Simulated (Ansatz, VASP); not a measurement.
# WS2 (Tungstenite): VASP beside Ansatz, part 2 of 2

Wanted: the spread between two codes on one cell, functional and k mesh. The cell is taken from a series of runs on this material, whose earlier steps may have relaxed, scaled, displaced or heated it; both programs get it as it stands.

VASP 6.6.1 and Ansatz 0.2.0.

So far: Starting point; Ansatz: single point, PBE0.

**3. VASP: single point, PBE0**

Level of this step: PBE0, no spin polarisation; plane waves and PAW (W, S) (VASP).

The same cell, functional and mesh now go to VASP, with its own data sets.

Lines of VASP's logs that name or quote its potential files are left out, and so is its time.

The run reads the wave functions of an earlier VASP run, which isn't shown here.

INCAR

```
SYSTEM = WS2
PREC = Accurate
ENCUT = 400
EDIFF = 1E-06
NELM = 100
ISMEAR = 0
SIGMA = 0.01
LREAL = .FALSE.
ALGO = Normal
LHFCALC = .TRUE.
AEXX = 0.25
GGA = PE
LASPH = .TRUE.
NBANDS = 24
PRECFOCK = Fast
LORBIT = 11
LWAVE = .FALSE.
LCHARG = .FALSE.
KPAR = 8
ISIF = 2
```

POSCAR

```
WS2
1.0
    3.1683863679      0.0000000000      0.0000000000
   -1.5841931840      2.7439030836      0.0000000000
    0.0000000000      0.0000000000     12.5173836858
W S
2 4
Direct
    0.3333333333      0.6666666667      0.2500000000
    0.6666666667      0.3333333333      0.7500000000
    0.3333333333      0.6666666667      0.6243116902
    0.6666666667      0.3333333333      0.1243116902
    0.3333333333      0.6666666667      0.8756883098
    0.6666666667      0.3333333333      0.3756883098
```

KPOINTS

```
Automatic mesh
0
Gamma
6 6 2
0 0 0
```

Potentials, in the order of the species: W and S (PBE family, release 64).

On the command line:

```bash
> mpirun -np 8 vasp_std
```

Numbers of over 12 decimals in the logs are rounded to 6 here.

What it wrote:

```text
[banner, memory and clock lines left out]
running    8 mpi-ranks, on    1 nodes
 distrk:  each k-point on    1 cores,    8 groups
 distr:  one band on    1 cores,    1 groups

 POSCAR found type information on POSCAR W S
 POSCAR found :  2 types and       6 ions
|                                                                             |
|           W    W    AA    RRRRR   N    N  II  N    N   GGGG   !!!           |
|           W    W   A  A   R    R  NN   N  II  NN   N  G    G  !!!           |
|           W    W  A    A  R    R  N N  N  II  N N  N  G       !!!           |
|           W WW W  AAAAAA  RRRRR   N  N N  II  N  N N  G  GGG   !            |
|           WW  WW  A    A  R   R   N   NN  II  N   NN  G    G                |
|           W    W  A    A  R    R  N    N  II  N    N   GGGG   !!!           |
|                                                                             |
|     For optimal performance we recommend to set                             |
|       NCORE = 2 up to number-of-cores-per-socket                            |
|     NCORE specifies how many cores store one orbital (NPAR=cpu/NCORE).      |
|     This setting can greatly improve the performance of VASP for DFT.       |
|     The default, NCORE=1 might be grossly inefficient on modern             |
|     multi-core architectures or massively parallel machines. Do your        |
|     Unfortunately you need to use the default for GW and RPA                |
|     calculations (for HF NCORE is supported but not extensively tested      |
|     yet).                                                                   |
|                                                                             |

 LDA part: xc-table for (Slater+PW92), standard interpolation
 found WAVECAR, reading the header
 POSCAR, INCAR and KPOINTS ok, starting setup
 FFT: planning ... GRIDC
 FFT: planning ... GRID_SOFT
 FFT: planning ... GRID
 reading WAVECAR
 the WAVECAR file was read successfully
 initial charge from wavefunction
 entering main loop
       N       E                     dE             d eps       ncg     rms          rms(c)
DAV:   1    -0.609394312044E+02   -0.60939E+02   -0.20264E+00   704   0.150E+01    0.128E+01
DAV:   2    -0.609371007241E+02    0.23305E-02   -0.74047E-02   744   0.149E+00    0.747E+00
DAV:   3    -0.609350325832E+02    0.20681E-02   -0.23291E-02   864   0.825E-01    0.430E+00
DAV:   4    -0.609339383729E+02    0.10942E-02   -0.25650E-03   808   0.321E-01    0.257E+00
DAV:   5    -0.609335050928E+02    0.43328E-03   -0.19648E-03   824   0.231E-01    0.154E+00
DAV:   6    -0.609335359461E+02   -0.30853E-04   -0.42052E-04   824   0.120E-01    0.866E-01
DAV:   7    -0.609335052733E+02    0.30673E-04   -0.77023E-05   912   0.615E-02    0.489E-01
DAV:   8    -0.609335088956E+02   -0.36223E-05   -0.29779E-05   888   0.299E-02    0.288E-01
DAV:   9    -0.609335079014E+02    0.99414E-06   -0.40966E-06   824   0.123E-02
   1 F= -.60933508E+02 E0= -.60933508E+02  d E =-.818194E-22
```

Parts of OUTCAR (step 3):

```text
ion  position               nearest neighbor table
   1  0.333  0.667  0.250-   4 2.41   6 2.41   4 2.41   6 2.41   4 2.41   6 2.41
   2  0.667  0.333  0.750-   3 2.41   5 2.41   3 2.41   5 2.41   3 2.41   5 2.41
   3  0.333  0.667  0.624-   2 2.41   2 2.41   2 2.41
   4  0.667  0.333  0.124-   1 2.41   1 2.41   1 2.41
   5  0.333  0.667  0.876-   2 2.41   2 2.41   2 2.41
   6  0.667  0.333  0.376-   1 2.41   1 2.41   1 2.41

  LATTYP: Found a hexagonal cell.
 ALAT       =     3.1683863679
 C/A-ratio  =     3.9507125181

 Subroutine GETGRP returns: Found 24 space group operations
 (whereof 12 operations were pure point group operations)

The static configuration has the point symmetry D_3d.
 The point group associated with its full space group is D_6h.

 Found     14 irreducible k-points:

   k-points           NKPTS =     14   k-points in BZ     NKDIM =     72   number of bands    NBANDS=     24

   dimension x,y,z NGX =    24 NGY =   24 NGZ =   84
   dimension x,y,z NGXF=    48 NGYF=   48 NGZF=  168

   ENCUT  =  400.0 eV  29.40 Ry    5.42 a.u.   5.17  5.17 20.41*2*pi/ulx,y,z

   NELECT =      36.0000    total number of electrons

 k-points in reciprocal lattice and weights: Automatic mesh
   0.00000000  0.00000000  0.00000000       0.014
   0.16666667  0.00000000  0.00000000       0.083
   0.33333333  0.00000000  0.00000000       0.083
   0.50000000  0.00000000  0.00000000       0.042
   0.16666667  0.16666667  0.00000000       0.083
   0.33333333  0.16666667  0.00000000       0.167
   0.33333333  0.33333333  0.00000000       0.028
   0.00000000  0.00000000  0.50000000       0.014
   0.16666667  0.00000000  0.50000000       0.083
[...]
0.33333333  0.16666667  0.50000000       0.167
   0.33333333  0.33333333  0.50000000       0.028

  exchange ACFDT corr.  =         0.00000000  see jH, gK, PRB 81, 115126

 average (electrostatic) potential at core
       1 -35.7513       2 -35.7513       3 -82.0421       4 -82.0422       5 -82.0421
       6 -82.0421

 E-fermi :   5.3939

 k-point     1 :       0.0000    0.0000    0.0000
  band No.  band energies     occupation
    ...
     14       2.9625      2.00000
     15       2.9625      2.00000
     16       3.4920      2.00000
     17       4.0960      2.00000
     18       5.3296      2.00000
     19       9.1072      0.00000
     20       9.1075      0.00000
     21       9.1226      0.00000
     22       9.1233      0.00000
     23       9.1267      0.00000
    ...

 k-point     2 :       0.1667    0.0000    0.0000
  band No.  band energies     occupation
    ...
     14       2.2752      2.00000
     15       2.7538      2.00000
     16       3.5935      2.00000
     17       4.0074      2.00000
     18       4.4552      2.00000
     19       8.2597      0.00000
     20       8.7341      0.00000
     21       8.9490      0.00000
     22       8.9520      0.00000
     23       8.9623      0.00000
    ...

 k-point     3 :       0.3333    0.0000    0.0000
  band No.  band energies     occupation
    ...
     14       2.7064      2.00000
     15       2.8068      2.00000
     16       2.9244      2.00000
     17       3.1577      2.00000
     18       3.4145      2.00000
     19       8.3635      0.00000
     20       8.6159      0.00000
     21       8.7697      0.00000
     22       9.1561      0.00000
     23       9.6585      0.00000
    ...

  Total       -2.6302472     -2.6302472     -2.7440990      0.0000000      0.0000000      0.0000000
  in kB      -38.7245774    -38.7245774    -40.4007925      0.0000000      0.0000000      0.0000000
  external PRESSURE =     -39.2833158 kB  Pullay stress =       0.0000000 kB

  energy-cutoff  :      400.00
  volume of cell :      108.82
      direct lattice vectors                 reciprocal lattice vectors
     3.168386368  0.000000000  0.000000000     0.315618073  0.182222179  0.000000000
    -1.584193184  2.743903084  0.000000000     0.000000000  0.364444359  0.000000000
     0.000000000  0.000000000 12.517383686     0.000000000  0.000000000  0.079888899

 POSITION                                       TOTAL-FORCE (eV/Angst)
 -----------------------------------------------------------------------------------
     -0.00000      1.82927      3.12935         0.000000     -0.000000      0.000000
      1.58419      0.91463      9.38804        -0.000000      0.000000      0.000000
     -0.00000      1.82927      7.81475         0.000000      0.000000      0.660528
      1.58419      0.91463      1.55606        -0.000000     -0.000000      0.660528
     -0.00000      1.82927     10.96133         0.000000      0.000000     -0.660528
      1.58419      0.91463      4.70263        -0.000000     -0.000000     -0.660528
 -----------------------------------------------------------------------------------
    total drift:                                0.000006     -0.000000      0.000003

  FREE ENERGIE OF THE ION-ELECTRON SYSTEM (eV)
  ---------------------------------------------------
  free  energy   TOTEN  =       -60.9335079014 eV

  energy  without entropy=      -60.9335079014  energy(sigma->0) =      -60.93350790

 total charge
# of ion       s       p       d       tot
------------------------------------------
    1        0.654   0.734   4.441   5.829
    2        0.654   0.734   4.441   5.829
    3        1.354   2.366   0.000   3.720
    4        1.354   2.366   0.000   3.720
    5        1.354   2.366   0.000   3.720
    6        1.354   2.366   0.000   3.720
--------------------------------------------------
tot          6.724  10.930   8.883  26.537

[... 3 further parts left out ...]
```

The run ends at a pressure of -3.93 GPa, with forces up to 0.66 eV/Å.

**4. Differences**

Known differences besides the potentials themselves: exact exchange at q = 0 is treated differently, which shows on coarse meshes; VASP keeps PBE cores, Ansatz makes them for the functional; fixed occupations in Ansatz, narrow Gaussian smearing in VASP; the data sets hold 52 valence electrons in Ansatz (on its default PAW (the set named soft_2) files) and 36 in VASP; the cutoff is 550 eV in Ansatz and 400 eV in VASP; VASP takes a coarser grid for exact exchange (PRECFOCK = Fast). Total energies have different zeros and are not compared.

Both answers:

```tsv
quantity	Ansatz	VASP	difference
gap on the k mesh (eV)	2.243	2.305	-0.063
```

A gap on the mesh is an upper bound, since the band edges may lie between its points; neither run holds spin-orbit coupling, which can move the band edges of a compound of W.

**5. What came out**

```json
{
 "difference in gap on the k mesh (single point, PBE0)": "-0.063 eV"
}
```

**Reading.** The difference in gap on the k mesh is -0.063 eV (single point, PBE0), within the 0.08 eV picked in this series as the mark of a large difference. The data sets hold unlike numbers of valence electrons (52 in Ansatz and 36 in VASP), so part of the differences comes from the potentials. Such differences can come from data sets, numerical settings and the points named under the comparisons, not from the functional's error against experiment.

[Lines on the potential files, build, host, timing and source positions are cut from VASP's logs without a mark.]

[Logs are printed without paths, hosts, clocks, repeated set-up lines and the standing remarks that a program may print on its own settings, such as how far it seeks lower states.]

[Hosts, paths, dates, database ids (printed as entryN), source tags and the programs' standing remarks are cut or masked in the printed files.]
